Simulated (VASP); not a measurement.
## Cd₃HgTe₄ (ordered alloy cell): computed properties

Level of theory: PBEsol GGA, VASP's PBE PAW potentials (set 64) (plane waves; VASP 6.6.1).

| Quantity | Value |
|---|---|
| space group | R3m (160) |
| cell | a = 4.5950 Å, b = 4.5950 Å, c = 44.8991 Å, α = 90.00°, β = 90.00°, γ = 120.00° |
| volume per atom | 34.21 Å^3/atom |
| band gap (over mesh and band path) | 0.13 eV |
| smallest direct gap (over mesh and band path) | 0.13 eV |
| band-edge character | direct, Γ to Γ |
| density | 6.36 g/cm³ |

Space group R3m, hexagonal axes (No. 160); a = b = 4.5950 Å, c = 44.8991 Å, α = β = 90.00°, γ = 120.00°

```tsv
atom	site	symmetry	x	y	z
Hg	3a	3m	0.0000	0.0000	0.0000
Te	3a	3m	0.0000	0.0000	0.3123
Te	3a	3m	0.0000	0.0000	0.5625
Te	3a	3m	0.0000	0.0000	0.8125
Te	3a	3m	0.0000	0.0000	0.0627
Cd	3a	3m	0.0000	0.0000	0.2499
Cd	3a	3m	0.0000	0.0000	0.5000
Cd	3a	3m	0.0000	0.0000	0.7499
```
(The calculation used a cell of 8 atoms; values per cell refer to that cell.)

Unless said otherwise, spin-orbit coupling is left out, though it shifts the bands of the heavy elements here.

The structure was generated: Cd3HgTe4 was put into an ordered model structure (R3m), which need not be its known phase. It was relaxed first. Symmetry was kept, so distortions that lower it aren't found.
